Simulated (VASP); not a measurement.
Mg₃ZnO₄ (space group Pm-3m): the band gap from VASP (plane waves, PAW) at several levels of theory. Gaps are without spin-orbit coupling. Each level names its cell: its own relaxed one, PBE's, or the starting one. A gap is the smallest over the k-mesh and a band path; hybrids may have named points in place of the path, and GW has the mesh alone. mBJ is a potential without an energy functional, so only the levels count.

```csv
level,band gap (eV)
LDA (own cell),2.49
PBEsol (own cell),2.20
mBJ (TB09) (PBE cell),4.05
```

The cell of the LDA (own cell) run:

Mg₃ZnO₄ has the cubic space group Pm-3m (No. 221), Pearson symbol cP8. Lattice parameters: a = b = c = 4.167 Å, α = β = γ = 90.00°. Mg on 3c has 6 O at 2.084 Å (octahedral). Zn on 1a sees 6 O at 2.084 Å (octahedral). O1 on 3d has 4 Mg at 2.084 Å and 2 Zn at 2.084 Å (octahedral). O2 on 1b has 6 Mg at 2.084 Å (octahedral). (Neighbours: up to the widest gap in distance over summed covalent radii, below 1.35, at either atom; cation-cation and far metal-metal contacts left out.)

Only levels that ran to the end are used. Left out are those held back, those with too coarse a band path, GW runs whose mesh misses a band edge, hybrids' fits of cells that aren't cubic and levels without matching references; a question may draw on a part of the rest.

The structure comes from a computed database's Mg3ZnO4 entry (Pm-3m); how it stands against other phases isn't given here.
